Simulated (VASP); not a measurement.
Given:

```
Cd
1.0
    1.48136    -2.56580     0.00000
    1.48136     2.56580     0.00000
    0.00000     0.00000     5.14172
Cd
2
Cartesian
  1.48136   0.85527   1.28543
  1.48136  -0.85527   3.85629
```

Computed with PBE GGA, VASP's PBE PAW potentials (set 64) (plane waves; VASP 6.6.1). Settings: 500 eV cut-off, 14×14×7 Γ-centred mesh, first-order Methfessel-Paxton smearing of 0.10 eV, potentials Cd.

Energy and stress use the plane-wave basis of the starting cell.

### Question
The ions, cell shape and volume at an external pressure of 20.0 GPa are relaxed. What does this cell relax into?

### Answer

```
Cd
1.0
    1.44585    -2.50429     0.00000
    1.44585     2.50429     0.00000
    0.00000     0.00000     4.96512
Cd
2
Cartesian
  1.44585   0.83477   1.24128
  1.44585  -0.83477   3.72384
```
Space group P6_3/mmc (194), at a tolerance of 0.03 Å.

### Question
How do energy and volume change from the first to the last step?

### Answer
The energy (σ→0) changes by +143.1 meV/atom and the volume by -8.0 %, in 10 ionic steps.

```tsv
step	E(σ→0) (eV)	max force (eV/Å)	pressure (GPa)	volume (Å³)
1	-1.3177	0.000	10.10	39.09
2	-0.4455	0.000	37.93	32.64
3	-1.0434	0.000	19.76	36.06
4	-1.0361	0.000	19.98	36.00
5	-1.0285	0.000	20.22	35.94
6	-1.0263	0.000	20.26	35.92
7	-1.0249	0.000	20.32	35.90
8	-1.0251	0.000	20.25	35.90
9	-1.0429	0.000	19.75	36.05
10	-1.0315	0.000	19.99	35.96
```

The compound is Cd in the hcp structure. This run relaxes it under an external pressure of 20 GPa. Symmetry was kept, so distortions that lower it aren't found.
